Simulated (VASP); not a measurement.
# SrRu2 (P6/mmm) in VASP: notebook

One crystal, SrRu2, is run at these levels: PBE; tasks: single point, relaxation of cell and atoms.

Program: VASP 6.6.1. These are calculated values, not measurements. Logs are shortened: lines on timing, memory, paths and dates and some standing lists are left out, and cuts for length are marked.

## 1. The crystal as given

The structure is hexagonal, space group P6/mmm (No. 191). Conventional cell: a = 4.098 Å, b = 4.098 Å, c = 4.996 Å, α = 90.00°, β = 90.00°, γ = 120.00°. Sr (site symmetry 6/mmm) has 12 Ru at 3.44 Å as nearest neighbours. Ru (site symmetry -6m2) is surrounded by 3 Ru at 2.37 Å.

The cell was built by a generator and needn't be a form met in nature.

## 2. Single point, PBE

Input file INCAR:

```
  ALGO = Fast
  EDIFF = 1E-6
  ENCUT = 520
  GGA = PE
  ISIF = 2
  ISMEAR = 0
  LASPH = T
  LCHARG = F
  LREAL = F
  LWAVE = F
  NBANDS = 26
  NELM = 80
  PREC = Accurate
  SIGMA = 0.1
```

Input file KPOINTS:

```
k-points
0
Gamma
  15 15 10
```

Input file POSCAR:

```
SrRu2
1.0
    4.0975105208      0.0000000000      0.0000000000
   -2.0487552604      3.5485482033      0.0000000000
    0.0000000000      0.0000000000      4.9963036049
Sr Ru
1 2
Direct
    0.0000000000      0.0000000000      0.5000000000
    0.3333333333      0.6666666667      0.9999942412
    0.6666666667      0.3333333333      0.0000057588
```

Potentials or basis: VASP PAW PBE potentials, release 64 (Sr_sv, Ru_pv).

Started as:

```
$ cat potpaw_PBE.64/Sr_sv/POTCAR potpaw_PBE.64/Ru_pv/POTCAR > POTCAR
$ mpirun -np 1 vasp_std > vasp.out
```

OUTCAR:

```text
EDIFF = 1E-6
   ENCUT = 520
   GGA = PE
   ISIF = 2
   ISMEAR = 0
   LASPH = T
   LREAL = F
   NELM = 80
   PREC = Accurate

 ion  position               nearest neighbor table
   1  0.000  0.000  0.500-   2 3.44   3 3.44   3 3.44   2 3.44   3 3.44   2 3.44   3 3.44   2 3.44
                             3 3.44   2 3.44   3 3.44   2 3.44
   2  0.333  0.667  1.000-   3 2.37   3 2.37   3 2.37   1 3.44   1 3.44   1 3.44   1 3.44   1 3.44
                             1 3.44
   3  0.667  0.333  0.000-   2 2.37   2 2.37   2 2.37   1 3.44   1 3.44   1 3.44   1 3.44   1 3.44
                             1 3.44

  LATTYP: Found a hexagonal cell.
 ALAT       =     4.0975105208
 C/A-ratio  =     1.2193510131

  Lattice vectors:

 A1 = (   4.0975105208,   0.0000000000,   0.0000000000)
 A2 = (  -2.0487552604,   3.5485482033,   0.0000000000)
 A3 = (   0.0000000000,   0.0000000000,   4.9963036049)

Analysis of symmetry for initial positions (statically):
=====================================================================
 Subroutine PRICEL returns:
 Original cell was already a primitive cell.

 Routine SETGRP: Setting up the symmetry group for a
 hexagonal supercell.

 Subroutine GETGRP returns: Found 12 space group operations
 (whereof 12 operations were pure point group operations)
 out of a pool of 24 trial point group operations.

The static configuration has the point symmetry D_3d.

Analysis of symmetry for dynamics (positions and initial velocities):
=====================================================================
 Subroutine PRICEL returns:
 Original cell was already a primitive cell.

 Routine SETGRP: Setting up the symmetry group for a
 hexagonal supercell.

 Subroutine GETGRP returns: Found 12 space group operations
 (whereof 12 operations were pure point group operations)
 out of a pool of 24 trial point group operations.

The dynamic configuration has the point symmetry D_3d.

 Subroutine INISYM returns: Found 12 space group operations
 (whereof 12 operations are pure point group operations),
 and found     1 'primitive' translations

----------------------------------------------------------------------------------------

                                     Primitive cell

  volume of cell :      72.6473

  direct lattice vectors                    reciprocal lattice vectors
     4.097510521  0.000000000  0.000000000     0.244050624  0.140902694  0.000000000
    -2.048755260  3.548548203  0.000000000     0.000000000  0.281805387  0.000000000
     0.000000000  0.000000000  4.996303605     0.000000000  0.000000000  0.200147965

  length of vectors
     4.097510521  4.097510521  4.996303605     0.281805387  0.281805387  0.200147965

  position of ions in fractional coordinates (direct lattice)
     0.000000000  0.000000000  0.500000000
     0.333333333  0.666666667  0.999994241
     0.666666667  0.333333333  0.000005759

  ion indices of the primitive-cell ions
   primitive index   ion index
                 1           1
                 2           2
                 3           3

----------------------------------------------------------------------------------------

 KPOINTS: k-points

Automatic generation of k-mesh.
 Grid dimensions read from file:
 generate k-points for:   15   15   10

 Generating k-lattice:

  Cartesian coordinates                     Fractional coordinates (reciprocal lattice)
     0.016270042  0.009393513  0.000000000     0.066666667  0.000000000  0.000000000
     0.000000000  0.018787026  0.000000000     0.000000000  0.066666667  0.000000000
     0.000000000  0.000000000  0.020014797     0.000000000  0.000000000  0.100000000

  Length of vectors
     0.018787026  0.018787026  0.020014797

  Shift w.r.t. Gamma in fractional coordinates (k-lattice)
     0.000000000  0.000000000  0.000000000

 Subroutine IBZKPT returns following result:
 ===========================================

 Found    238 irreducible k-points:

 Following reciprocal coordinates:
            Coordinates               Weight
  0.000000  0.000000  0.000000      1.000000
  0.066667  0.000000  0.000000      6.000000
  0.133333  0.000000  0.000000      6.000000
  0.200000 -0.000000  0.000000      6.000000
  0.266667  0.000000  0.000000      6.000000
  0.333333  0.000000  0.000000      6.000000
[... 16 lines left out ...]
  0.333333  0.200000  0.000000     12.000000
  0.400000  0.200000  0.000000      6.000000
 [... further k-points ...]
   k-points           NKPTS =    238   k-points in BZ     NKDIM =    238   number of bands    NBANDS=     26
   number of dos      NEDOS =    301   number of ions     NIONS =      3
   total plane-waves  NPLWV =  36000
   dimension x,y,z NGX =    30 NGY =   30 NGZ =   40
   dimension x,y,z NGXF=    60 NGYF=   60 NGZF=   80
   ions per type =               1   2
   NGX,Y,Z   is equivalent  to a cutoff of  12.17, 12.17, 13.31 a.u.
   NGXF,Y,Z  is equivalent  to a cutoff of  24.34, 24.34, 26.62 a.u.
 SYSTEM =  unknown system
   PREC   = accura    normal or accurate (medium, high low for compatibility)
   ISTART =      0    job   : 0-new  1-cont  2-samecut
   ICHARG =      2    charge: 1-file 2-atom 10-const
   ISPIN  =      1    spin polarized calculation?
   LNONCOLLINEAR =      F non collinear calculations
   LSORBIT =      F    spin-orbit coupling
   LASPH  =      T    aspherical Exc in radial PAW
   ENCUT  =  520.0 eV  38.22 Ry    6.18 a.u.   7.62  7.62  9.29*2*pi/ulx,y,z
   NELM   =     80;   NELMIN=  2; NELMDL= -5     # of ELM steps
   EDIFF  = 0.1E-05   stopping-criterion for ELM
   LREAL  =      F    real-space projection
   EDIFFG = 0.1E-04   stopping-criterion for IOM
   NSW    =      0    number of steps for IOM
   IBRION =     -1    ionic relax: 0-MD 1-quasi-New 2-CG
   NFREE  =      0    steps in history (QN), initial steepest desc. (CG)
   ISIF   =      2    stress and relaxation
   ISYM   =      2    0-nonsym 1-usesym 2-fastsym
   POTIM  = 0.5000    time-step for ionic-motion
   TEBEG  =    0.0;   TEEND  =   0.0 temperature during run
   PSTRESS=    0.0 pullay stress
   NELECT =      38.0000    total number of electrons
   NUPDOWN=      -1.0000    fix difference up-down
   EMIN   =  10.00;   EMAX   =-10.00  energy-range for DOS
   EFERMI =   0.00;   METHOD = LEGACY
   ISMEAR =     0;   SIGMA  =   0.10  broadening in eV -4-tet -1-fermi 0-gaus
   EFERMI_NEDOS =   21; number of points for ismear=-14 and -15
   IALGO  =     68    algorithm
   IMIX   =      4    mixing-type and parameters
     AMIX     =   0.40;   BMIX     =  1.00
     AMIX_MAG =   1.60;   BMIX_MAG =  1.00
  volume/ion in A,a.u.               =      24.22       163.42
  Fermi-wavevector in a.u.,A,eV,Ry     =   1.319055  2.492652 23.672851  1.739905
  Thomas-Fermi vector in A             =   2.448980
   LORBIT       =      0    0 simple, 1 ext, 2 COOP (PROOUT), +10 PAW based schemes
   GGA     = PE    functional components
   LHFCALC =     F    Hartree Fock is set to
   AEXX    =    0.0000 exact exchange contribution
   IVDW    =     0    specifies the selected vdW correction
   LEPSILON=     F    determine dielectric tensor
   LRPA    =     F    only Hartree local field effects (RPA)
 non-spin polarized calculation
 RMM-DIIS sequential band-by-band and
 Gauss-broadening in eV      SIGMA  =   0.10
  energy-cutoff  :      520.00
  volume of cell :       72.65
 maximum number of plane-waves:      2010
   NGX = 15   NGY = 15   NGZ = 19

 number of electron      37.9999987 magnetization

 Free energy of the ion-electron system (eV)
  ---------------------------------------------------
  ext. energy  EPLUGINS =         0.00000000
  ---------------------------------------------------
  free energy    TOTEN  =       -19.08128349 eV

  energy without entropy =      -19.06927576  energy(sigma->0) =      -19.07527962

 E-fermi :   5.2720     XC(G=0): -10.3894

 val. band max:        5.2718189015   @ k =   0.3333   0.0000   0.5000
 cond. band min:       5.2725870846   @ k =   0.0000   0.0000   0.2000
 fundamental gap:      0.0007681831
 Fermi energy:         5.2719622272

 k-point     1 :       0.0000    0.0000    0.0000
  band No.  band energies     occupation
      1     -37.9411      2.00000
      2     -37.9411      2.00000
      3     -37.2896      2.00000
      4     -36.9882      2.00000
      5     -36.8246      2.00000
      6     -36.8246      2.00000
[... 18 lines left out ...]
     25       8.8977      0.00000
     26      11.4922      0.00000

 k-point     2 :       0.0667    0.0000    0.0000
  band No.  band energies     occupation
      1     -37.9454      2.00000
      2     -37.9322      2.00000
      3     -37.2867      2.00000
      4     -36.9911      2.00000
      5     -36.8339      2.00000
      6     -36.8198      2.00000
[... 18 lines left out ...]
     25       8.9534      0.00000
     26      11.5695      0.00000

 k-point     3 :       0.1333    0.0000    0.0000
  band No.  band energies     occupation
      1     -37.9574      2.00000
      2     -37.9064      2.00000
      3     -37.2782      2.00000
      4     -36.9998      2.00000
      5     -36.8609      2.00000
      6     -36.8062      2.00000
[... 18 lines left out ...]
     25       9.1152      0.00000
     26      11.4591      0.00000

 k-point     4 :       0.2000   -0.0000    0.0000
  band No.  band energies     occupation
      1     -37.9746      2.00000
      2     -37.8658      2.00000
      3     -37.2646      2.00000
      4     -37.0137      2.00000
      5     -36.9032      2.00000
      6     -36.7867      2.00000
[... 18 lines left out ...]
     25       9.3651      0.00000
     26      11.4211      0.00000
[... 496 lines left out ...]
      1     -38.0499      2.00000
      2     -37.6423      2.00000
      3     -37.2001      2.00000
      4     -37.1329      2.00000
      5     -37.0791      2.00000
      6     -36.7032      2.00000
[... 18 lines left out ...]
     25       9.7479      0.00000
     26      10.6250      0.00000

 k-point    23 :       0.3333    0.2000    0.0000
  band No.  band energies     occupation
      1     -38.0626      2.00000
      2     -37.5774      2.00000
      3     -37.1989      2.00000
      4     -37.1805      2.00000
      5     -37.0988      2.00000
      6     -36.6891      2.00000
[... 18 lines left out ...]
     25      10.0355      0.00000
     26      10.3587      0.00000

 k-point    24 :       0.4000    0.2000    0.0000
  band No.  band energies     occupation
      1     -38.0671      2.00000
      2     -37.5481      2.00000
      3     -37.2285      2.00000
      4     -37.1707      2.00000
      5     -37.1087      2.00000
      6     -36.6842      2.00000
[... 18 lines left out ...]
     25      10.1185      0.00000
     26      10.2352      0.00000

 [... further k-points ...]
[... 5 lines left out ...]
  --------------------------------------------------------------------------------------
  -------------------------------------------------------------------------------------
  Total        0.1062647      0.1062647      0.0284470      0.0000000      0.0000000      0.0000000
  in kB        2.3435801      2.3435801      0.6273752      0.0000000      0.0000000      0.0000000
  external PRESSURE =       1.7715118 kB  Pullay stress =       0.0000000 kB

 VOLUME and BASIS-vectors are now :
 -----------------------------------------------------------------------------
  energy-cutoff  :      520.00
  volume of cell :       72.65
      direct lattice vectors                 reciprocal lattice vectors
     4.097510521  0.000000000  0.000000000     0.244050624  0.140902694  0.000000000
    -2.048755260  3.548548203  0.000000000     0.000000000  0.281805387  0.000000000
     0.000000000  0.000000000  4.996303605     0.000000000  0.000000000  0.200147965

 POSITION                                       TOTAL-FORCE (eV/Angst)
 -----------------------------------------------------------------------------------
      0.00000      0.00000      2.49815        -0.000000      0.000000      0.000000
     -0.00000      2.36570      4.99627         0.000000     -0.000000      0.000129
      2.04876      1.18285      0.00003        -0.000000      0.000000     -0.000129
 -----------------------------------------------------------------------------------
    total drift:                               -0.000000      0.000000     -0.000000

  FREE ENERGIE OF THE ION-ELECTRON SYSTEM (eV)
  ---------------------------------------------------
  free  energy   TOTEN  =       -19.0812834857 eV

  energy  without entropy=      -19.0692757616  energy(sigma->0) =      -19.07527962
```

Run time: 3.6 min. Hardware: 1 thread of Intel Xeon 6975P-C (Granite Rapids), shared host; peak memory 0.5 GiB.

Results:

| Quantity | Value |
| --- | --- |
| Free energy | -19.0813 eV |
| Pressure | 0.2 GPa |
| Band gap on the k mesh | none (metal or under the smearing width) |

## 3. Single point, PBE

This run uses another cell than the first one, of 23.95 Å³/atom, 0.989 times its volume.

Input file INCAR:

```
SYSTEM = SrRu2
  PREC = Accurate
  ENCUT = 520
  EDIFF = 1E-6
  ISMEAR = 0
  SIGMA = 0.1
  LREAL = .False.
  LASPH = .True.
  NELM = 80
  ALGO = Fast
  ISIF = 2
  LWAVE = .False.
  LCHARG = .False.
  GGA = PE
  NBANDS = 26
```

Input file KPOINTS:

```
regular mesh
0
Gamma
  6 6 2
  0 0 0
```

Input file POSCAR:

```
SrRu2
1.0
    4.0307198998     -0.0000000033      0.0000000000
   -2.0153599471      3.4907058304      0.0000000000
    0.0000000000      0.0000000000      5.1060950532
Sr Ru
1 2
Direct
    0.0000000000      0.0000000000      0.5000000000
    0.3333333333      0.6666666667      0.9585076168
    0.6666666667      0.3333333333      0.0414923832
```

Potentials or basis: VASP PAW PBE potentials, release 64 (Sr_sv, Ru_pv).

Started as:

```
$ cat potpaw_PBE.64/Sr_sv/POTCAR potpaw_PBE.64/Ru_pv/POTCAR > POTCAR
$ mpirun -np 1 vasp_std > vasp.out
```

It took 15 s on 1 thread of Intel Xeon 6975P-C (Granite Rapids), shared host; peak memory 0.18 GiB.

It converged, with:

| Item | Value |
| --- | --- |
| Free energy | -19.0682 eV |
| Pressure | 0.3 GPa |
| Largest force | 0.011 eV/Å |
| Band gap on the k mesh | none (metal or under the smearing width) |

Forces in eV/Å, atoms in the order of the input:
```
Sr   0.000  0.000  0.000
Ru   0.000  0.000 -0.011
Ru   0.000  0.000  0.011
```

Stress tensor (GPa, compression positive):
```
0.33 0.00 0.00
0.00 0.33 0.00
0.00 0.00 0.14
```

Levels at points of the mesh, in eV from the Fermi level:
| k point | band 16 | band 17 | band 18 | band 19 | band 20 | band 21 | band 22 | band 23 |
| --- | --- | --- | --- | --- | --- | --- | --- | --- |
| (0.00, 0.00, 0.00) | -2.43 | -0.97 | -0.97 | -0.53 | 0.43 | 0.43 | 2.26 | 2.68 |
| (0.50, 0.00, 0.00) | -2.03 | -1.39 | -1.08 | -0.01 | 0.48 | 1.23 | 2.69 | 2.85 |
| (0.00, 0.00, 0.50) | -1.96 | -1.73 | -1.22 | -1.22 | -0.37 | 0.69 | 0.69 | 4.14 |
| (0.50, 0.00, 0.50) | -2.10 | -1.34 | 0.02 | 0.42 | 0.45 | 1.32 | 1.70 | 2.40 |

Caveat: the k mesh is coarse (spacing up to 0.62 Å⁻¹), so the values aren't converged.

[end of part 1 of 2]
